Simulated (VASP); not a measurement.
Consider the following.

```
CELL_PARAMETERS angstrom
      0.00000     2.69045     2.69045
      2.69045     0.00000     2.69045
      2.69045     2.69045     0.00000
ATOMIC_POSITIONS crystal
  Ca 0.00000 0.00000 0.00000
  F  0.75000 0.75000 0.75000
  F  0.25000 0.25000 0.25000
```

Method: PBE GGA, VASP's PBE PAW potentials (set 64) (plane waves; VASP). Settings: 400 eV cut-off, 11×11×11 Γ-centred mesh, Gaussian smearing of 0.010 eV, potentials Ca_sv F.

Problem. Give the energies of bands 7 to 15 at the high-symmetry points, in eV from the valence-band maximum.

Solution. 
| band | Γ | X | U | L | W |
|---|---|---|---|---|---|
| 7 | -2.24 | -2.84 | -2.56 | -1.61 | -2.36 |
| 8 | -2.24 | -1.70 | -1.80 | -1.61 | -2.22 |
| 9 | -2.24 | -1.70 | -1.55 | -1.33 | -1.08 |
| 10 | -0.26 | -0.37 | -0.68 | -1.28 | -1.08 |
| 11 | -0.26 | -0.37 | -0.45 | -0.86 | -0.29 |
| 12 | -0.26 | 0.00 | -0.10 | -0.86 | -0.09 |
| 13 | 7.58 | 8.28 | 8.55 | 9.62 | 8.62 |
| 14 | 9.38 | 9.81 | 10.02 | 9.62 | 10.01 |
| 15 | 9.38 | 10.36 | 10.08 | 10.08 | 10.25 |

The gap is indirect, 7.58 eV, from the valence maximum at X to the conduction minimum at Γ.

The structure comes from a computed database's CaF2 entry; how it stands against other phases isn't given here. The cell was not relaxed at this level.
